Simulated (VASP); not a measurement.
# Pt: equilibrium volume by level of theory

The structure is cubic, space group Fm-3m (No. 225). The conventional cell has a = 3.943 Å, b = 3.943 Å, c = 3.943 Å, α = 90.00°, β = 90.00°, γ = 90.00°. Pt (site symmetry m-3m) has 12 Pt at 2.79 Å as nearest neighbours.

```tsv
rung	level	program and potentials	cutoff (eV)	k mesh	smearing	equilibrium volume (Å³/atom)	notes
LDA	LDA	VASP, LDA PAW files Pt, 600 eV	600	18 × 18 × 18	gaussian 0.1	14.80	-
GGA	PBE	VASP, PBE PAW files Pt, 600 eV	600	18 × 18 × 18	gaussian 0.1	(a)	-
GGA + dispersion	PBE+D3(BJ)	VASP, PBE PAW files Pt, 600 eV	600	18 × 18 × 18	gaussian 0.1	15.13	-
GGA	PBEsol	VASP, PBE PAW files Pt, 300 eV	300	18 × 18 × 18	gaussian 0.1	(b)	potentials made for PBE
GGA	PBEsol	VASP, PBE PAW files Pt, 480 eV	480	18 × 18 × 18	gaussian 0.1	15.02	potentials made for PBE
GGA	PBEsol	VASP, PBE PAW files Pt, 580 eV	580	18 × 18 × 18	gaussian 0.1	15.02	potentials made for PBE
GGA	PBEsol	VASP, PBE PAW files Pt, 600 eV	600	18 × 18 × 18	gaussian 0.1	15.02	potentials made for PBE
GGA	PBEsol	VASP, PBE PAW files Pt, 600 eV	600	6 × 6 × 6	gaussian 0.1	14.88	coarse mesh; potentials made for PBE
GGA	RPBE	VASP, PBE PAW files Pt, 600 eV	600	18 × 18 × 18	gaussian 0.1	15.89	potentials made for PBE
```

Task: relaxation of cell and atoms. All rows: no spin polarisation. Smearing widths are in eV. For a metal such meshes aren't converged. Meshes differ between rows, which moves values too. Meshes are those of the run's cell of 1 atom unless a note names another. Relaxations start from the cell shown or near it and stop with a little pressure left. Runs on faulty files, with rough fits or with known faults for this quantity aren't shown. No row holds spin-orbit coupling.

Estimate the values left out from the other rows.

(a) 15.62 Å³/atom; (b) 14.98 Å³/atom.
